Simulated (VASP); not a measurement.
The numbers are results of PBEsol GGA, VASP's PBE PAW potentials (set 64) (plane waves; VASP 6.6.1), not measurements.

VASP input:

**INCAR**
```
# general
SYSTEM =KI
PREC   =Accurate
ENCUT  =520
LREAL  =F
LASPH  =T

# electronic loop
EDIFF  =1E-6
NELM   =100
ALGO   =Normal
LMAXMIX=4

# smearing
ISMEAR =0
SIGMA  =0.05

# functional
GGA    =PS

# ions
IBRION =2
NSW    =60
ISIF   =3
EDIFFG =-0.01

# output
LWAVE  =F
LCHARG =F
```

POSCAR:
```
KI
1
    0.0000000000     3.5350000000     3.5350000000
    3.5350000000     0.0000000000     3.5350000000
    3.5350000000     3.5350000000     0.0000000000
K I
1 1
Direct
  0.0000000000   0.0000000000   0.0000000000
  0.5000000000   0.5000000000   0.5000000000
```

### KPOINTS
```
Automatic mesh
0
Gamma
6 6 6
0 0 0
```

POTCAR, in this order: K_sv I (PBE.64 set). Program: vasp_std.

The run wrote:

OUTCAR:
```
 ion  position               nearest neighbor table
   1  0.000  0.000  0.000-   2 3.54   2 3.54   2 3.54   2 3.54   2 3.54   2 3.54
   2  0.500  0.500  0.500-   1 3.54   1 3.54   1 3.54   1 3.54   1 3.54   1 3.54
  LATTYP: Found a face centered cubic cell.
 ALAT       =     7.0700000000
 Subroutine PRICEL returns:
 Original cell was already a primitive cell.
 Subroutine GETGRP returns: Found 48 space group operations
The static configuration has the point symmetry O_h .
The dynamic configuration has the point symmetry O_h .
 Subroutine INISYM returns: Found 48 space group operations
 Subroutine IBZKPT returns following result:
 Found     16 irreducible k-points:

 Following reciprocal coordinates:
            Coordinates               Weight
  0.000000  0.000000  0.000000      1.000000
  0.166667  0.000000  0.000000      8.000000
  0.333333  0.000000  0.000000      8.000000
  0.500000  0.000000  0.000000      4.000000
  0.166667  0.166667  0.000000      6.000000
  0.333333  0.166667  0.000000     24.000000
  0.500000  0.166667  0.000000     24.000000
 -0.333333  0.166667  0.000000     24.000000
 -0.166667  0.166667  0.000000     12.000000
  0.333333  0.333333  0.000000      6.000000
  0.500000  0.333333  0.000000     24.000000
 -0.333333  0.333333  0.000000     12.000000
  0.500000  0.500000  0.000000      3.000000
  0.500000  0.333333  0.166667     24.000000
 -0.333333  0.333333  0.166667     24.000000
 -0.333333  0.500000  0.166667     12.000000
   k-points           NKPTS =     16   k-points in BZ     NKDIM =     16   number of bands    NBANDS=     12
   number of dos      NEDOS =    301   number of ions     NIONS =      2
   total plane-waves  NPLWV =  64000
   dimension x,y,z NGX =    40 NGY =   40 NGZ =   40
   dimension x,y,z NGXF=    80 NGYF=   80 NGZF=   80
   ions per type =               1   1
   PREC   = accura    normal or accurate (medium, high low for compatibility)
   ISTART =      0    job   : 0-new  1-cont  2-samecut
   ICHARG =      2    charge: 1-file 2-atom 10-const
   ISPIN  =      1    spin polarized calculation?
   LNONCOLLINEAR =      F non collinear calculations
   LSORBIT =      F    spin-orbit coupling
   INIWAV =      1    electr: 0-lowe 1-rand  2-diag
   ENCUT  =  520.0 eV  38.22 Ry    6.18 a.u.   9.30  9.30  9.30*2*pi/ulx,y,z
   NELM   =    100;   NELMIN=  2; NELMDL= -5     # of ELM steps
   EDIFF  = 0.1E-05   stopping-criterion for ELM
   LREAL  =      F    real-space projection
   NLSPLINE    = F    spline interpolate recip. space projectors
   LMAXMIX     =    4 max onsite mixed and CHGCAR
   VOSKOWN=      0    Vosko Wilk Nusair interpolation
   EDIFFG = -.1E-01   stopping-criterion for IOM
   NSW    =     60    number of steps for IOM
   NBLOCK =      1;   KBLOCK =     60    inner block; outer block
   IBRION =      2    ionic relax: 0-MD 1-quasi-New 2-CG
   NFREE  =      1    steps in history (QN), initial steepest desc. (CG)
   ISIF   =      3    stress and relaxation
   ISYM   =      2    0-nonsym 1-usesym 2-fastsym
   TEIN   =    0.0    initial temperature
   TEBEG  =    0.0;   TEEND  =   0.0 temperature during run
   SMASS  =  -3.00    Nose mass-parameter (am)
   PSTRESS=    0.0 pullay stress
   NELECT =      16.0000    total number of electrons
   EFERMI =   0.00;   METHOD = LEGACY
   ISMEAR =     0;   SIGMA  =   0.05  broadening in eV -4-tet -1-fermi 0-gaus
   IALGO  =     38    algorithm
   LDIAG  =      T    sub-space diagonalisation (order eigenvalues)
   IMIX   =      4    mixing-type and parameters
     AMIX     =   0.40;   BMIX     =  1.00
     AMIX_MAG =   1.60;   BMIX_MAG =  1.00
     AMIN     =   0.10
   GGA     = PS    functional components
   VOSKOWN =     0    Vosko Wilk Nusair interpolation
   LHFCALC =     F    Hartree Fock is set to
...
```

**OSZICAR**
```
       N       E                     dE             d eps       ncg     rms          rms(c)
DAV:   1     0.922477859339E+02    0.92248E+02   -0.66571E+03   384   0.114E+03
DAV:   2    -0.117621023761E+00   -0.92365E+02   -0.87368E+02   472   0.250E+02
DAV:   3    -0.558117148115E+01   -0.54636E+01   -0.54443E+01   504   0.565E+01
DAV:   4    -0.589890008391E+01   -0.31773E+00   -0.31741E+00   688   0.111E+01
DAV:   5    -0.590016791687E+01   -0.12678E-02   -0.12678E-02   524   0.662E-01    0.291E+00
DAV:   6    -0.581706862695E+01    0.83099E-01   -0.11475E-01   468   0.244E+00    0.210E+00
DAV:   7    -0.580975644168E+01    0.73122E-02   -0.12411E-01   468   0.216E+00    0.864E-01
DAV:   8    -0.581416624955E+01   -0.44098E-02   -0.16092E-02   496   0.106E+00    0.227E-01
DAV:   9    -0.581405058020E+01    0.11567E-03   -0.60968E-04   512   0.163E-01    0.950E-02
DAV:  10    -0.581436503727E+01   -0.31446E-03   -0.50401E-04   452   0.138E-01    0.809E-02
DAV:  11    -0.581436018811E+01    0.48492E-05   -0.45165E-05   496   0.415E-02    0.147E-02
DAV:  12    -0.581436117513E+01   -0.98702E-06   -0.51112E-06   472   0.223E-02
   1 F= -.58143612E+01 E0= -.58143612E+01  d E =-.581436E+01
       N       E                     dE             d eps       ncg     rms          rms(c)
DAV:   1    -0.582591913029E+01   -0.11559E-01   -0.22876E-01   468   0.455E+00    0.641E-01
DAV:   2    -0.581786201397E+01    0.80571E-02   -0.18454E-02   488   0.128E+00    0.259E-01
DAV:   3    -0.581551039651E+01    0.23516E-02   -0.72774E-03   676   0.680E-01    0.210E-01
DAV:   4    -0.581558786355E+01   -0.77467E-04   -0.14955E-04   576   0.107E-01    0.811E-02
DAV:   5    -0.581560132269E+01   -0.13459E-04   -0.24409E-04   696   0.884E-02    0.184E-02
DAV:   6    -0.581560253049E+01   -0.12078E-05   -0.20662E-06   420   0.142E-02    0.948E-03
DAV:   7    -0.581560320212E+01   -0.67163E-06   -0.66647E-07   316   0.787E-03
   2 F= -.58156032E+01 E0= -.58156032E+01  d E =-.124203E-02
       N       E                     dE             d eps       ncg     rms          rms(c)
DAV:   1    -0.582386996955E+01   -0.82674E-02   -0.17086E-01   476   0.394E+00    0.557E-01
DAV:   2    -0.581782159940E+01    0.60484E-02   -0.13843E-02   488   0.111E+00    0.226E-01
DAV:   3    -0.581604903962E+01    0.17726E-02   -0.54402E-03   672   0.590E-01    0.183E-01
DAV:   4    -0.581610793503E+01   -0.58895E-04   -0.11236E-04   592   0.931E-02    0.700E-02
DAV:   5    -0.581611814906E+01   -0.10214E-04   -0.18384E-04   684   0.770E-02    0.159E-02
DAV:   6    -0.581611917065E+01   -0.10216E-05   -0.14999E-06   380   0.124E-02    0.814E-03
DAV:   7    -0.581611973962E+01   -0.56897E-06   -0.57517E-07   268   0.737E-03
   3 F= -.58161197E+01 E0= -.58161197E+01  d E =-.175856E-02
       N       E                     dE             d eps       ncg     rms          rms(c)
DAV:   1    -0.581800219036E+01   -0.18830E-02   -0.40218E-02   476   0.192E+00    0.273E-01
DAV:   2    -0.581657948185E+01    0.14227E-02   -0.32691E-03   488   0.539E-01    0.110E-01
DAV:   3    -0.581615994815E+01    0.41953E-03   -0.12564E-03   676   0.284E-01    0.896E-02
DAV:   4    -0.581617531312E+01   -0.15365E-04   -0.26448E-05   612   0.433E-02    0.344E-02
DAV:   5    -0.581617915395E+01   -0.38408E-05   -0.43703E-05   692   0.377E-02    0.756E-03
DAV:   6    -0.581617952077E+01   -0.36682E-06   -0.30967E-07   300   0.588E-03
   4 F= -.58161795E+01 E0= -.58161795E+01  d E =-.181835E-02
```

### OUTCAR
```
------------------------ aborting loop because EDIFF is reached ----------------------------------------
  FORCE on cell =-STRESS in cart. coord.  units (eV):
  Direction    XX          YY          ZZ          XY          YZ          ZX
  --------------------------------------------------------------------------------------
  Total        0.0030635      0.0030635      0.0030635     -0.0000000     -0.0000000      0.0000000
  in kB        0.0569001      0.0569001      0.0569001     -0.0000000     -0.0000000      0.0000000
  external PRESSURE =       0.0569001 kB  Pullay stress =       0.0000000 kB
  volume of cell :       86.26
      direct lattice vectors                 reciprocal lattice vectors
     0.000000000  3.506930279  3.506930279    -0.142574833  0.142574833  0.142574833
     3.506930279  0.000000000  3.506930279     0.142574833 -0.142574833  0.142574833
     3.506930279  3.506930279 -0.000000000     0.142574833  0.142574833 -0.142574833
  FREE ENERGIE OF THE ION-ELECTRON SYSTEM (eV)
  ---------------------------------------------------
  free  energy   TOTEN  =        -5.8161795208 eV

  energy  without entropy=       -5.8161795208  energy(sigma->0) =       -5.81617952

 reached required accuracy - stopping structural energy minimisation
```
(Selected blocks of OUTCAR.)

**CONTCAR**
```
KI
   1.00000000000000
     0.0000000000000000    3.5069302792115926    3.5069302792115926
     3.5069302792115926    0.0000000000000000    3.5069302792115926
     3.5069302792115926    3.5069302792115926   -0.0000000000000000
  K               I
     1     1
Direct
     0.0000000000000000    1.0000000000000000    1.0000000000000000
     0.5000000000000000    0.5000000000000000    0.5000000000000000
```

Energy and stress use the plane-wave basis of the starting cell.

The compound is KI in the rock salt structure. This run relaxes it. Symmetry was kept, so distortions that lower it aren't found.
